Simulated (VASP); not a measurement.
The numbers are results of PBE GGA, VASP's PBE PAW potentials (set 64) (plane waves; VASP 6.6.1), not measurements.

VASP input:

**KPOINTS**
```
Automatic mesh
0
Gamma
14 14 7
0 0 0
```

INCAR:
```
ALGO  =  Normal
EDIFF  =  1E-6
ENCUT  =  300
GGA  =  PE
ISIF  =  2
ISMEAR  =  0
LASPH  =  .TRUE.
LCHARG  =  .FALSE.
LMAXMIX  =  6
LREAL  =  .FALSE.
LWAVE  =  .FALSE.
NELM  =  100
PREC  =  Accurate
SIGMA  =  0.1
SYSTEM  =  Re
```

**POSCAR**
```
Re
1
    1.3911780000    -2.4095910000     0.0000000000
    1.3911780000     2.4095910000     0.0000000000
    0.0000000000     0.0000000000     4.4961260000
Re
2
Direct
  0.3333330000   0.6666670000   0.2500000000
  0.6666670000   0.3333330000   0.7500000000
```

POTCAR, in this order: Re (PBE.64 set). Program: vasp_std.

The run wrote:

OSZICAR:
```
       N       E                     dE             d eps       ncg     rms          rms(c)
DAV:   1     0.816903393774E+01    0.81690E+01   -0.53146E+03  4192   0.125E+03
DAV:   2    -0.235019955184E+02   -0.31671E+02   -0.27235E+02  3580   0.299E+02
DAV:   3    -0.261537025138E+02   -0.26517E+01   -0.22925E+01  3850   0.994E+01
DAV:   4    -0.262868235551E+02   -0.13312E+00   -0.11790E+00  3778   0.135E+01
DAV:   5    -0.262928089349E+02   -0.59854E-02   -0.57327E-02  3773   0.184E+00    0.422E+01
DAV:   6    -0.251960039756E+02    0.10968E+01   -0.11287E+00  3973   0.294E+01    0.169E+01
DAV:   7    -0.248323020082E+02    0.36370E+00   -0.76618E-01  4117   0.234E+01    0.766E-01
DAV:   8    -0.248182025128E+02    0.14099E-01   -0.12309E-02  4145   0.146E+00    0.261E-01
DAV:   9    -0.248175549667E+02    0.64755E-03   -0.44323E-04  4071   0.187E-01    0.397E-02
DAV:  10    -0.248175567720E+02   -0.18053E-05   -0.51820E-05  3568   0.554E-02    0.616E-03
DAV:  11    -0.248175547581E+02    0.20139E-05   -0.62057E-07  1984   0.161E-02    0.471E-03
DAV:  12    -0.248175535253E+02    0.12327E-05   -0.24450E-07  1851   0.134E-02    0.471E-03
DAV:  13    -0.248175534029E+02    0.12239E-06   -0.12910E-07  1770   0.121E-02
   1 F= -.24817553E+02 E0= -.24813953E+02  d E =-.720071E-02
```

OUTCAR:
```
------------------------ aborting loop because EDIFF is reached ----------------------------------------
  FORCE on cell =-STRESS in cart. coord.  units (eV):
  Direction    XX          YY          ZZ          XY          YZ          ZX
  --------------------------------------------------------------------------------------
  Total       -0.9633904     -0.9633904     -1.0557470      0.0000000     -0.0000000      0.0000000
  in kB      -51.2057095    -51.2057104    -56.1146100      0.0000000     -0.0000000      0.0000000
  external PRESSURE =     -52.8420100 kB  Pullay stress =       0.0000000 kB
  volume of cell :       30.14
      direct lattice vectors                 reciprocal lattice vectors
     1.391178000 -2.409591000  0.000000000     0.359407639 -0.207504095  0.000000000
     1.391178000  2.409591000  0.000000000     0.359407639  0.207504095  0.000000000
     0.000000000  0.000000000  4.496126000     0.000000000  0.000000000  0.222413696
 POSITION                                       TOTAL-FORCE (eV/Angst)
 -----------------------------------------------------------------------------------
      1.39118      0.80320      1.12403         0.000000     -0.000000      0.000000
      1.39118     -0.80320      3.37209        -0.000000      0.000000      0.000000
 -----------------------------------------------------------------------------------
    total drift:                                0.000000      0.000010     -0.000016
  FREE ENERGIE OF THE ION-ELECTRON SYSTEM (eV)
  ---------------------------------------------------
  free  energy   TOTEN  =       -24.8175534029 eV

  energy  without entropy=      -24.8103526932  energy(sigma->0) =      -24.81395305
```
(Selected blocks of OUTCAR.)

File OUTCAR:
```
 val. band max:        7.5272401170   @ k =   0.1429   0.0714   0.1429

 cond. band min:       7.5548537955   @ k =   0.1429   0.0000   0.0000


 Fermi energy:         7.5429757722

 k-point     1 :       0.0000    0.0000    0.0000
  band No.  band energies     occupation
      1      -2.1094      2.00000
      2       1.1407      2.00000
      3       6.0554      2.00000
      4       6.0714      2.00000
      5       6.0714      2.00000
      6       6.8701      2.00000
      7       6.8701      2.00000
      8       7.7716      0.00122
      9       7.7755      0.00101
     10       8.1551      0.00000
     11      10.8319      0.00000

 k-point     2 :       0.0714    0.0000    0.0000
  band No.  band energies     occupation
      1      -1.9063      2.00000
      2       1.3312      2.00000
      3       5.5988      2.00000
      4       6.2545      2.00000
      5       6.4578      2.00000
      6       6.7313      2.00000
      7       7.0438      2.00000
      8       7.2909      1.99964
      9       7.6177      0.29090
     10       7.7829      0.00069
     11      10.9312      0.00000

 k-point     3 :       0.1429    0.0000    0.0000
  band No.  band energies     occupation
      1      -1.3251      2.00000
      2       1.8404      2.00000
      3       5.0605      2.00000
      4       6.0573      2.00000
      5       6.3210      2.00000
      6       6.7975      2.00000
      7       6.9950      2.00000
      8       7.2409      1.99998
      9       7.4897      1.54867
     10       7.5549      0.86660
     11      11.1615      0.00000

 k-point     4 :       0.2143    0.0000    0.0000
  band No.  band energies     occupation
      1      -0.4584      2.00000
      2       2.3995      2.00000
      3       4.6803      2.00000
      4       4.8665      2.00000
      5       5.9461      2.00000
      6       6.7875      2.00000
      7       7.1373      2.00000
      8       7.6657      0.08260
      9       7.7014      0.02506
...
```

At this cut-off the stress carries a Pulay error, which pulls relaxed volumes low. Unless said otherwise, spin-orbit coupling is left out, though it shifts the bands of the heavy elements here.

The structure is a typed Re crystal (P6_3/mmc). The cell was not relaxed at this level.
